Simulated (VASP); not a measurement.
## Bi: single point with LDA

Bi:

```
CELL_PARAMETERS angstrom
4.53900 0.00000 0.00000
-2.26950 3.93089 0.00000
0.00000 0.00000 11.82900
ATOMIC_POSITIONS crystal
Bi 0.33333 0.66667 0.25000
Bi 0.66667 0.33333 0.75000
```

This isn't the form of Bi at room conditions, which is rhombohedral.

```yaml
Program: VASP 6.6.1
Task: single point
Functional: LDA
Potentials_or_basis: VASP PAW LDA potentials, release 64 (Bi_d)
Cutoff: 520 eV
k_mesh: 12 × 12 × 4
Occupations: gaussian, width 0.15 eV
Spin: no spin polarisation
Dipole_correction: no
Further_INCAR_settings: ALGO = Fast; EDIFF = 1e-06; NBANDS = 22
```

| Quantity | Value |
| --- | --- |
| Pressure | -3.6 GPa |
| Band gap on the k mesh | none (metal or under the smearing width) |

Stress tensor (GPa, compression positive):
```
-5.23  0.00  0.00
 0.00 -5.23  0.00
 0.00  0.00 -0.49
```

Levels at points of the mesh, in eV from the Fermi level:
| k point | band 11 | band 12 | band 13 | band 14 | band 15 | band 16 | band 17 | band 18 | band 19 | band 20 |
| --- | --- | --- | --- | --- | --- | --- | --- | --- | --- | --- |
| (0.00, 0.00, 0.00) | -10.34 | -10.33 | -0.85 | -0.34 | 1.37 | 1.37 | 1.39 | 1.39 | 2.96 | 4.55 |
| (0.50, 0.00, 0.00) | -10.01 | -10.00 | -1.41 | -1.37 | 0.06 | 0.21 | 0.68 | 0.71 | 4.71 | 4.91 |
| (0.00, 0.00, 0.50) | -10.33 | -10.33 | -0.62 | -0.62 | 1.38 | 1.38 | 1.38 | 1.38 | 3.72 | 3.72 |
| (0.50, 0.00, 0.50) | -10.01 | -10.01 | -1.39 | -1.39 | 0.14 | 0.14 | 0.70 | 0.70 | 4.63 | 4.63 |

Wall time 2.5 min on 1 thread of Intel(R) Xeon(R) Platinum 8488C (Sapphire Rapids), on a shared host, peak memory 0.38 GiB.

Caveat: spin-orbit coupling is left out, which moves the levels of the heavy elements.
